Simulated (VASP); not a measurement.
# AgB2 (P6/mmm) in VASP: further runs, part 2 of 3

VASP 6.6.1.

**4. Single point, r2SCAN**

File INCAR:

```
SYSTEM = AgB2
PREC = Accurate
ENCUT = 520
EDIFF = 1E-6
ISMEAR = 0
SIGMA = 0.05
LREAL = .False.
LASPH = .True.
NELM = 100
ALGO = Normal
ISIF = 2
LWAVE = .False.
LCHARG = .False.
METAGGA = R2SCAN
LMIXTAU = .True.
ADDGRID = .False.
```

File KPOINTS:

```
regular mesh
0
Gamma
  3 3 3
  0 0 0
```

File POSCAR:

```
AgB2
1.0
    3.0000000000      0.0000000000      0.0000000000
   -1.5000000000      2.5980762114      0.0000000000
    0.0000000000      0.0000000000      3.2400000000
Ag B
1 2
Direct
    0.0000000000      0.0000000000      0.0000000000
    0.6666666667      0.3333333333      0.5000000000
    0.3333333333      0.6666666667      0.5000000000
```

Potentials or basis: VASP PAW PBE potentials, release 64 (Ag, B).

Command:

```console
$ cat potpaw_PBE.64/Ag/POTCAR potpaw_PBE.64/B/POTCAR > POTCAR
$ mpirun -np 1 vasp_std > vasp.out
```

OUTCAR:

```text
SYSTEM = AgB2
   PREC = Accurate
   ENCUT = 520
   EDIFF = 1E-6
   ISMEAR = 0
   LREAL = .False.
   LASPH = .True.
   NELM = 100
   ISIF = 2
   METAGGA = R2SCAN

 Found      6 irreducible k-points:

 Following reciprocal coordinates:
            Coordinates               Weight
  0.000000  0.000000  0.000000      1.000000
  0.333333  0.000000  0.000000      6.000000
  0.333333  0.333333  0.000000      2.000000
  0.000000  0.000000  0.333333      2.000000
  0.333333  0.000000  0.333333     12.000000
  0.333333  0.333333  0.333333      4.000000
   k-points           NKPTS =      6   k-points in BZ     NKDIM =      6   number of bands    NBANDS=     12
   number of dos      NEDOS =    301   number of ions     NIONS =      3
   total plane-waves  NPLWV =  13824
   dimension x,y,z NGX =    24 NGY =   24 NGZ =   24
   dimension x,y,z NGXF=    48 NGYF=   48 NGZF=   48
   ions per type =               1   2
   NGX,Y,Z   is equivalent  to a cutoff of  13.30, 13.30, 12.31 a.u.
   NGXF,Y,Z  is equivalent  to a cutoff of  26.60, 26.60, 24.63 a.u.
 SYSTEM =  AgB2
   PREC   = accura    normal or accurate (medium, high low for compatibility)
   ISTART =      0    job   : 0-new  1-cont  2-samecut
   ICHARG =      2    charge: 1-file 2-atom 10-const
   ISPIN  =      1    spin polarized calculation?
   LNONCOLLINEAR =      F non collinear calculations
[... 73 lines left out ...]
     11      16.6675      0.00000
     12      16.7500      0.00000
[... 61 lines left out ...]
 k-point     6 :       0.3333    0.3333    0.3333
  band No.  band energies     occupation
      1       0.4642      2.00000
      2       0.4642      2.00000
      3       3.2826      2.00000
      4       3.6584      2.00000
      5       3.6584      2.00000
      6       6.3547      2.00000
      7       7.9502      2.00000
      8       7.9503      2.00000
      9      11.9689      0.00001
     10      11.9689      0.00001
     11      15.3742      0.00000
     12      22.7410      0.00000

------------------------ aborting loop because EDIFF is reached ----------------------------------------

  FORCE on cell =-STRESS in cart. coord.  units (eV):
  Direction    XX          YY          ZZ          XY          YZ          ZX
  --------------------------------------------------------------------------------------
  -------------------------------------------------------------------------------------
  Total        6.5497934      6.5497934     11.9273213      0.0000000      0.0000000      0.0000000
  in kB      415.5468836    415.5468836    756.7202377      0.0000000      0.0000000      0.0000000
  external PRESSURE =     529.2713349 kB  Pullay stress =       0.0000000 kB

 VOLUME and BASIS-vectors are now :
 -----------------------------------------------------------------------------
  energy-cutoff  :      520.00
  volume of cell :       25.25
      direct lattice vectors                 reciprocal lattice vectors
     3.000000000  0.000000000  0.000000000     0.333333333  0.192450090  0.000000000
    -1.500000000  2.598076211  0.000000000     0.000000000  0.384900179  0.000000000
     0.000000000  0.000000000  3.240000000     0.000000000  0.000000000  0.308641975

 POSITION                                       TOTAL-FORCE (eV/Angst)
 -----------------------------------------------------------------------------------
      0.00000      0.00000      0.00000        -0.000000      0.000000      0.000000
      1.50000      0.86603      1.62000        -0.000000      0.000000     -0.000000
     -0.00000      1.73205      1.62000         0.000000     -0.000000      0.000000
 -----------------------------------------------------------------------------------
    total drift:                               -0.000000      0.000000      0.000000

  FREE ENERGIE OF THE ION-ELECTRON SYSTEM (eV)
  ---------------------------------------------------
  free  energy   TOTEN  =       -33.1008929165 eV

  energy  without entropy=      -33.0983218641  energy(sigma->0) =      -33.09960739
```

Run time: 7.2 s. Hardware: 1 thread of Intel Xeon 6975P-C (Granite Rapids), shared host; peak memory 0.14 GiB.

The run converged, but some of its settings lie outside the range that counts as converged, so its numbers aren't taken as properties of the crystal.

Results:

```
Free energy            : -33.1009 eV
Pressure               : 52.9 GPa
Band gap on the k mesh : none (metal or under the smearing width)
```

Caveat: the k mesh is coarse (spacing up to 0.81 Å⁻¹), so the values aren't converged; a pressure of tens of GPa on the cell as given is suspect, and the run, the potentials or the cell itself is likely at fault; the PAW data sets were made with another functional, which shifts forces and pressure a little.

**5. Single point, r2SCAN**

INCAR is that of step 4.

KPOINTS is that of step 4.

File POSCAR:

```
AgB2
1.0
    3.0000000000      0.0000000000      0.0000000000
   -1.5000000000      2.5980762114      0.0000000000
    0.0000000000      0.0000000000      3.2400000000
Ag B
1 2
Direct
    0.0172000000      0.0014340000     -0.0107780000
    0.6537670000      0.3220700000      0.4709270000
    0.3421410000      0.7037590000      0.5156140000
```

Potentials or basis: VASP PAW PBE potentials, release 64 (Ag, B).

Command:

```console
$ cat potpaw_PBE.64/Ag/POTCAR potpaw_PBE.64/B/POTCAR > POTCAR
$ mpirun -np 1 vasp_std > vasp.out
```

OUTCAR:

```text
SYSTEM = AgB2
   PREC = Accurate
   ENCUT = 520
   EDIFF = 1E-6
   ISMEAR = 0
   LREAL = .False.
   LASPH = .True.
   NELM = 100
   ISIF = 2
   METAGGA = R2SCAN

 Found     14 irreducible k-points:

 Following reciprocal coordinates:
            Coordinates               Weight
  0.000000  0.000000  0.000000      1.000000
  0.333333  0.000000  0.000000      2.000000
  0.000000  0.333333  0.000000      2.000000
 -0.333333  0.333333  0.000000      2.000000
  0.333333  0.333333  0.000000      2.000000
  0.000000  0.000000  0.333333      2.000000
   k-points           NKPTS =     14   k-points in BZ     NKDIM =     14   number of bands    NBANDS=     12
   number of dos      NEDOS =    301   number of ions     NIONS =      3
   total plane-waves  NPLWV =  13824
   dimension x,y,z NGX =    24 NGY =   24 NGZ =   24
   dimension x,y,z NGXF=    48 NGYF=   48 NGZF=   48
   ions per type =               1   2
   NGX,Y,Z   is equivalent  to a cutoff of  13.30, 13.30, 12.31 a.u.
   NGXF,Y,Z  is equivalent  to a cutoff of  26.60, 26.60, 24.63 a.u.
 SYSTEM =  AgB2
   PREC   = accura    normal or accurate (medium, high low for compatibility)
   ISTART =      0    job   : 0-new  1-cont  2-samecut
   ICHARG =      2    charge: 1-file 2-atom 10-const
   ISPIN  =      1    spin polarized calculation?
   LNONCOLLINEAR =      F non collinear calculations
   LSORBIT =      F    spin-orbit coupling
   LASPH  =      T    aspherical Exc in radial PAW
   ENCUT  =  520.0 eV  38.22 Ry    6.18 a.u.   5.58  5.58  6.02*2*pi/ulx,y,z
   NELM   =    100;   NELMIN=  2; NELMDL= -5     # of ELM steps
   EDIFF  = 0.1E-05   stopping-criterion for ELM
   LREAL  =      F    real-space projection
   EDIFFG = 0.1E-04   stopping-criterion for IOM
   NSW    =      0    number of steps for IOM
   IBRION =     -1    ionic relax: 0-MD 1-quasi-New 2-CG
   NFREE  =      0    steps in history (QN), initial steepest desc. (CG)
   ISIF   =      2    stress and relaxation
   ISYM   =      2    0-nonsym 1-usesym 2-fastsym
   POTIM  = 0.5000    time-step for ionic-motion
   TEBEG  =    0.0;   TEEND  =   0.0 temperature during run
   PSTRESS=    0.0 pullay stress
   NELECT =      17.0000    total number of electrons
   NUPDOWN=      -1.0000    fix difference up-down
   EMIN   =  10.00;   EMAX   =-10.00  energy-range for DOS
   EFERMI =   0.00;   METHOD = LEGACY
   ISMEAR =     0;   SIGMA  =   0.05  broadening in eV -4-tet -1-fermi 0-gaus
   EFERMI_NEDOS =   21; number of points for ismear=-14 and -15
   IALGO  =     38    algorithm
   IMIX   =      4    mixing-type and parameters
     AMIX     =   0.40;   BMIX     =  1.00
     AMIX_MAG =   1.60;   BMIX_MAG =  1.00
  volume/ion in A,a.u.               =       8.42        56.81
  Fermi-wavevector in a.u.,A,eV,Ry     =   1.434779  2.711340 28.008838  2.058591
  Thomas-Fermi vector in A             =   2.554150
   LORBIT       =      0    0 simple, 1 ext, 2 COOP (PROOUT), +10 PAW based schemes
   METAGGA = R2SCAN    functional components
   LHFCALC =     F    Hartree Fock is set to
   AEXX    =    0.0000 exact exchange contribution
   IVDW    =     0    specifies the selected vdW correction
   LEPSILON=     F    determine dielectric tensor
   LRPA    =     F    only Hartree local field effects (RPA)
 non-spin polarized calculation
 Gauss-broadening in eV      SIGMA  =   0.05
  energy-cutoff  :      520.00
  volume of cell :       25.25
 maximum number of plane-waves:       697
 NGX is ok and might be reduce to    24
   NGX = 11   NGY = 11   NGZ = 13

 number of electron      17.0000003 magnetization

 Free energy of the ion-electron system (eV)
  ---------------------------------------------------
  ext. energy  EPLUGINS =         0.00000000
  ---------------------------------------------------
  free energy    TOTEN  =       -32.88020604 eV

  energy without entropy =      -32.87853976  energy(sigma->0) =      -32.87937290

 E-fermi :  11.5311     XC(G=0): -14.2322

 val. band max:       11.5072286302   @ k =   0.0000   0.3333   0.0000
 cond. band min:      11.6700998477   @ k =   0.3333   0.3333   0.3333
 fundamental gap:      0.1628712175
 Fermi energy:        11.5310674797

 k-point     1 :       0.0000    0.0000    0.0000
  band No.  band energies     occupation
      1      -4.4206      2.00000
      2       3.2692      2.00000
      3       3.6312      2.00000
      4       3.8128      2.00000
      5       5.2763      2.00000
      6       5.4270      2.00000
      7       7.4471      2.00000
      8      11.0619      2.00000
      9      12.7564      0.00000
     10      15.5479      0.00000
     11      16.4349      0.00000
     12      17.5829      0.00000

 k-point     2 :       0.3333    0.0000    0.0000
  band No.  band energies     occupation
      1      -2.2709      2.00000
      2       2.1151      2.00000
      3       3.2537      2.00000
      4       3.5672      2.00000
      5       4.9846      2.00000
      6       5.1764      2.00000
      7       7.4599      2.00000
      8       8.4052      2.00000
      9      11.9617      0.00000
     10      15.9985      0.00000
     11      17.1799      0.00000
     12      18.4473      0.00000

 k-point     3 :       0.0000    0.3333    0.0000
  band No.  band energies     occupation
      1      -2.3474      2.00000
      2       2.0156      2.00000
      3       3.4553      2.00000
      4       3.6313      2.00000
      5       4.9864      2.00000
      6       5.1684      2.00000
      7       7.4684      2.00000
      8       8.6463      2.00000
      9      11.5072      1.49986
     10      16.0097      0.00000
     11      17.4564      0.00000
     12      18.4886      0.00000

 k-point     4 :      -0.3333    0.3333    0.0000
  band No.  band energies     occupation
      1      -2.2680      2.00000
      2       2.1248      2.00000
      3       3.2478      2.00000
      4       3.5812      2.00000
      5       4.9747      2.00000
      6       5.1823      2.00000
      7       7.4679      2.00000
      8       8.3348      2.00000
      9      11.9682      0.00000
     10      15.9903      0.00000
     11      17.2358      0.00000
     12      18.4779      0.00000

 k-point     5 :       0.3333    0.3333    0.0000
  band No.  band energies     occupation
      1       0.7060      2.00000
      2       1.1752      2.00000
      3       1.6931      2.00000
      4       3.6370      2.00000
      5       3.9607      2.00000
      6       5.9344      2.00000
      7       6.0747      2.00000
      8       6.8033      2.00000
      9      15.1875      0.00000
     10      15.7867      0.00000
     11      19.4107      0.00000
     12      19.9585      0.00000

 k-point     6 :       0.0000    0.0000    0.3333
  band No.  band energies     occupation
      1      -3.0621      2.00000
      2       1.7385      2.00000
      3       4.1192      2.00000
      4       4.1740      2.00000
      5       4.6558      2.00000
      6       4.9011      2.00000
      7       5.7936      2.00000
      8      10.0387      2.00000
      9      11.8298      0.00000
     10      17.9495      0.00000
     11      18.0715      0.00000
     12      19.9552      0.00000

 [... further k-points ...]
[... 5 lines left out ...]
  --------------------------------------------------------------------------------------
  -------------------------------------------------------------------------------------
  Total        5.3094205      7.9562676     13.2507268      0.0007222      0.0283076     -0.0649697
  in kB      336.8523268    504.7796204    840.6827391      0.0458178      1.7959582     -4.1219551
  external PRESSURE =     560.7715621 kB  Pullay stress =       0.0000000 kB

 VOLUME and BASIS-vectors are now :
 -----------------------------------------------------------------------------
  energy-cutoff  :      520.00
  volume of cell :       25.25
      direct lattice vectors                 reciprocal lattice vectors
     3.000000000  0.000000000  0.000000000     0.333333333  0.192450090  0.000000000
    -1.500000000  2.598076211  0.000000000     0.000000000  0.384900179  0.000000000
     0.000000000  0.000000000  3.240000000     0.000000000  0.000000000  0.308641975

 POSITION                                       TOTAL-FORCE (eV/Angst)
 -----------------------------------------------------------------------------------
      0.04945      0.00373      3.20508        -0.284971      0.036428      0.254771
      1.47820      0.83676      1.52580         0.100941      1.248212      1.261455
     -0.02922      1.82842      1.67059         0.184030     -1.284640     -1.516225
 -----------------------------------------------------------------------------------
    total drift:                               -0.000062      0.000105     -0.000041

  FREE ENERGIE OF THE ION-ELECTRON SYSTEM (eV)
  ---------------------------------------------------
  free  energy   TOTEN  =       -32.8802060438 eV

  energy  without entropy=      -32.8785397592  energy(sigma->0) =      -32.87937290
```

stdout:

```text
POSCAR found type information on POSCAR AgB
 POSCAR found :  2 types and       3 ions
 scaLAPACK will be used
 -----------------------------------------------------------------------------
|                                                                             |
|                                                                             |
|     You enforced a specific xc type in the INCAR file but a different       |
|     I HOPE YOU KNOW WHAT YOU ARE DOING!                                     |
|                                                                             |
 -----------------------------------------------------------------------------

 LDA part: xc-table for (None), standard interpolation
 POSCAR, INCAR and KPOINTS ok, starting setup
 FFT: planning ... GRIDC
 FFT: planning ... GRID_SOFT
 FFT: planning ... GRID
 WAVECAR not read
 entering main loop
```

Wall time 9.2 s (1 thread of Intel Xeon 6975P-C (Granite Rapids), shared host); peak memory 0.14 GiB.

These settings aren't checked as converged: the numbers below hold their error.

What came out:

```yaml
Free_energy: -32.8802 eV
Pressure: 56.1 GPa
Largest_force: 1.996 eV/Å
Band_gap_on_the_k_mesh: none (metal or under the smearing width)
```

Caveat: the k mesh is coarse (spacing up to 0.81 Å⁻¹), so the values aren't converged; the PAW data sets were made with another functional, which shifts forces and pressure a little.

(Part 2 of 3 ends here.)
